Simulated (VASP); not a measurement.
Output of a VASP run:

### OUTCAR
```
 ion  position               nearest neighbor table
   1  0.665  0.665  0.000-   2 2.59   3 2.61   3 2.61   3 2.61   3 2.61   3 2.63   2 2.63   2 2.63
                             2 2.63   2 2.63
   2  0.335  0.335  0.000-   1 2.59   3 2.61   3 2.61   3 2.61   3 2.61   3 2.63   1 2.63   1 2.63
                             1 2.63   1 2.63
   3  0.000  0.000  0.000-   1 2.61   1 2.61   1 2.61   2 2.61   1 2.61   2 2.61   2 2.61   2 2.61
                             1 2.63   2 2.63
  LATTYP: Found a body centered tetragonal cell.
 ALAT       =     3.2100000000
 C/A-ratio  =     2.4454828660
 Subroutine PRICEL returns:
 Original cell was already a primitive cell.
 Subroutine GETGRP returns: Found 16 space group operations
The static configuration has the point symmetry D_4h.
The dynamic configuration has the point symmetry D_4h.
The overall configuration has the point symmetry D_4h.
 Subroutine INISYM returns: Found 16 space group operations
 Subroutine IBZKPT returns following result:
 Found    102 irreducible k-points:

 Following reciprocal coordinates:
            Coordinates               Weight
  0.000000  0.000000  0.000000      1.000000
  0.100000  0.000000  0.000000      8.000000
  0.200000  0.000000  0.000000      8.000000
  0.300000  0.000000  0.000000      8.000000
  0.400000  0.000000 -0.000000      8.000000
  0.500000  0.000000  0.000000      4.000000
  0.100000  0.100000  0.000000      8.000000
  0.200000  0.100000  0.000000     16.000000
  0.300000  0.100000 -0.000000     16.000000
  0.400000  0.100000 -0.000000     16.000000
  0.500000  0.100000  0.000000     16.000000
 -0.400000  0.100000  0.000000     16.000000
 -0.300000  0.100000  0.000000     16.000000
 -0.200000  0.100000 -0.000000     16.000000
 -0.100000  0.100000  0.000000      4.000000
  0.200000  0.200000  0.000000      8.000000
  0.300000  0.200000 -0.000000     16.000000
  0.400000  0.200000  0.000000     16.000000
  0.500000  0.200000  0.000000     16.000000
 -0.400000  0.200000  0.000000     16.000000
 -0.300000  0.200000  0.000000     16.000000
 -0.200000  0.200000  0.000000      4.000000
  0.300000  0.300000 -0.000000      8.000000
  0.400000  0.300000  0.000000     16.000000
  0.500000  0.300000 -0.000000     16.000000
 -0.400000  0.300000 -0.000000     16.000000
 -0.300000  0.300000  0.000000      4.000000
  0.400000  0.400000 -0.000000      8.000000
  0.500000  0.400000  0.000000     16.000000
 -0.400000  0.400000  0.000000      4.000000
  0.500000  0.500000  0.000000      2.000000
  0.100000  0.100000  0.100000      8.000000
  0.200000  0.100000  0.100000     16.000000
  0.300000  0.100000  0.100000     16.000000
  0.400000  0.100000  0.100000      8.000000
 -0.100000  0.100000  0.100000      4.000000
  0.200000  0.200000  0.100000      8.000000
  0.300000  0.200000  0.100000     16.000000
  0.400000  0.200000  0.100000     16.000000
  0.500000  0.200000  0.100000     16.000000
   k-points           NKPTS =    102   k-points in BZ     NKDIM =    102   number of bands    NBANDS=     30
   number of dos      NEDOS =    301   number of ions     NIONS =      3
   total plane-waves  NPLWV =  27000
   dimension x,y,z NGX =    30 NGY =   30 NGZ =   30
   dimension x,y,z NGXF=    60 NGYF=   60 NGZF=   60
   ions per type =               2   1
   PREC   = accura    normal or accurate (medium, high low for compatibility)
   ISTART =      0    job   : 0-new  1-cont  2-samecut
   ICHARG =      2    charge: 1-file 2-atom 10-const
   ISPIN  =      1    spin polarized calculation?
   LNONCOLLINEAR =      T non collinear calculations
   LSORBIT =      T    spin-orbit coupling
   INIWAV =      1    electr: 0-lowe 1-rand  2-diag
   ENCUT  =  400.0 eV  29.40 Ry    5.42 a.u.   7.39  7.39  7.39*2*pi/ulx,y,z
   NELM   =    100;   NELMIN=  2; NELMDL= -5     # of ELM steps
   EDIFF  = 0.1E-05   stopping-criterion for ELM
   LREAL  =      F    real-space projection
   NLSPLINE    = F    spline interpolate recip. space projectors
...
```

File OSZICAR:
```
       N       E                     dE             d eps       ncg     rms          rms(c)
DAV:   1     0.129315037302E+03    0.12932E+03   -0.10109E+04  6656   0.115E+03
DAV:   2    -0.192628334059E+02   -0.14858E+03   -0.14352E+03  7328   0.328E+02
DAV:   3    -0.241934380784E+02   -0.49306E+01   -0.48311E+01  7824   0.521E+01
DAV:   4    -0.242598815396E+02   -0.66443E-01   -0.66288E-01  7646   0.578E+00
DAV:   5    -0.242605614359E+02   -0.67990E-03   -0.67969E-03  7592   0.564E-01    0.213E+01
DAV:   6    -0.235149733686E+02    0.74559E+00   -0.57384E+00  6994   0.187E+01    0.455E+00
DAV:   7    -0.233880572534E+02    0.12692E+00   -0.81380E-01  6896   0.689E+00    0.444E+00
DAV:   8    -0.233552431882E+02    0.32814E-01   -0.91968E-02  7198   0.270E+00    0.582E-01
DAV:   9    -0.233548085925E+02    0.43460E-03   -0.39803E-03  7726   0.451E-01    0.319E-01
DAV:  10    -0.233546619093E+02    0.14668E-03   -0.22752E-04  7258   0.147E-01    0.168E-01
DAV:  11    -0.233546670093E+02   -0.51000E-05   -0.19571E-04  8166   0.137E-01    0.384E-02
DAV:  12    -0.233546579203E+02    0.90890E-05   -0.73042E-05  7066   0.728E-02    0.142E-02
DAV:  13    -0.233546571422E+02    0.77816E-06   -0.54776E-06  6292   0.191E-02
   1 F= -.23354657E+02 E0= -.23354643E+02  d E =-.429783E-04  mag=     0.0000    -0.0000    -0.0000
```

OUTCAR:
```
------------------------ aborting loop because EDIFF is reached ----------------------------------------
  FORCE on cell =-STRESS in cart. coord.  units (eV):
  Direction    XX          YY          ZZ          XY          YZ          ZX
  --------------------------------------------------------------------------------------
  Total        0.3171256      0.3171256      0.3624862      0.0000000      0.0000000      0.0000000
  in kB       12.5629661     12.5629661     14.3599318      0.0000000      0.0000000      0.0000000
  external PRESSURE =      13.1619547 kB  Pullay stress =       0.0000000 kB
  volume of cell :       40.44
      direct lattice vectors                 reciprocal lattice vectors
    -1.605000000  1.605000000  3.925000000     0.000000000  0.311526480  0.127388535
     1.605000000 -1.605000000  3.925000000     0.311526480  0.000000000  0.127388535
     1.605000000  1.605000000 -3.925000000     0.311526480  0.311526480  0.000000000
 POSITION                                       TOTAL-FORCE (eV/Angst)
 -----------------------------------------------------------------------------------
      0.00000      0.00000      5.22025         0.000000      0.000000     -0.025611
      0.00000      0.00000      2.62975        -0.000000     -0.000000      0.025611
      0.00000      0.00000      0.00000        -0.000000     -0.000000      0.000000
 -----------------------------------------------------------------------------------
    total drift:                                0.000000     -0.000000      0.000000
  FREE ENERGIE OF THE ION-ELECTRON SYSTEM (eV)
  ---------------------------------------------------
  free  energy   TOTEN  =       -23.3546571422 eV

  energy  without entropy=      -23.3546141639  energy(sigma->0) =      -23.35464282

 Ion:    1  E_soc:     -0.0005530

 Ion:    2  E_soc:     -0.0005530

 Ion:    3  E_soc:     -0.1955221
```
(Selected blocks of OUTCAR.)

### POSCAR
```
MoSi2
1
   -1.6050000000     1.6050000000     3.9250000000
    1.6050000000    -1.6050000000     3.9250000000
    1.6050000000     1.6050000000    -3.9250000000
Si Mo
2 1
Direct
  0.6650000000   0.6650000000   0.0000000000
  0.3350000000   0.3350000000   0.0000000000
  0.0000000000   0.0000000000   0.0000000000
```

Problem. Reconstruct the remaining input files.

Solution. Several could match; the one computed here: the input of the run itself, PBE GGA with spin-orbit coupling, plane waves, VASP's PBE PAW potentials (set 64).

KPOINTS:
```
Automatic mesh
0
Gamma
10 10 10
0 0 0
```

**INCAR**
```
! general
SYSTEM    =MoSi2
PREC      =Accurate
ENCUT     =400
LREAL     =.False.
LASPH     =.True.

! electronic loop
EDIFF     =1E-6
NELM      =100
ALGO      =Normal
LMAXMIX   =4

! smearing
ISMEAR    =1
SIGMA     =0.1

! functional
GGA       =PE
GGA_COMPAT=.False.

! spin
MAGMOM    =0 0 0 0 0 0 0 0 0
LSORBIT   =.True.

! ions
ISIF      =2

! output
LWAVE     =.False.
LCHARG    =.False.
```

POTCAR, in this order: Si Mo_sv (PBE.64 set). Program: vasp_ncl.

The compound is MoSi2 in the MoSi2 type structure. The cell was not relaxed at this level.
